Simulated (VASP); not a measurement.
Sn2C:

```
C Sn
1.0
     0.00000    2.91821    2.91821
     2.91821    0.00000    2.91821
     2.91821    2.91821    0.00000
C Sn
1 2
Cartesian
  0.0000 0.0000 0.0000
  1.4591 1.4591 1.4591
  4.3773 4.3773 4.3773
```

The cell comes from a database or a generator and needn't be the stable form of this composition.

The cell isn't the ideal one: cell and atoms relaxed from a first guess.

| Property | Result |
| --- | --- |
| Program | VASP 6.6.1 |
| Task | relaxation of cell and atoms |
| Functional | PBE |
| Potentials or basis | VASP PAW PBE potentials, release 64 (C, Sn_d) |
| Cutoff | 600 eV |
| k mesh | 11 × 11 × 11 |
| Occupations | fermi-dirac, width 0.05 eV |
| Spin | no spin polarisation |

At the start: pressure 27.7 GPa; volume 16.57 Å³/atom.

**Question.** How do energy, volume and symmetry change on relaxing?

**Answer.** Over 7 steps the energy falls by 339.7 meV/atom and the volume is 21.49 Å³/atom (+29.7 %); space group Fm-3m (No. 225, to 0.05 Å).

The path:
```
step  energy change (eV)  largest force (eV/Å)  pressure (GPa)  volume (Å³)
   1              0.0000                0.0000           27.75        49.70
   2             -0.8298                0.0000           -6.11        73.33
   3             -1.0190                0.0000            0.18        64.25
   4             -1.0191                0.0000           -0.10        64.57
   5             -1.0191                0.0000            0.04        64.45
   6             -1.0191                0.0000           -0.04        64.47
   7             -1.0191                0.0000            0.02        64.46
```

Final structure:
```xyz
3
Lattice="0.0000 3.1824 3.1824 3.1824 0.0000 3.1824 3.1824 3.1824 0.0000" Properties=species:S:1:pos:R:3 pbc="T T T"
C     0.0000    3.1824    3.1824
Sn    1.5912    1.5912    1.5912
Sn    4.7735    4.7735    4.7735
```

Caveat: the volume moved by over 15 % at a fixed basis, so the end points are rough.
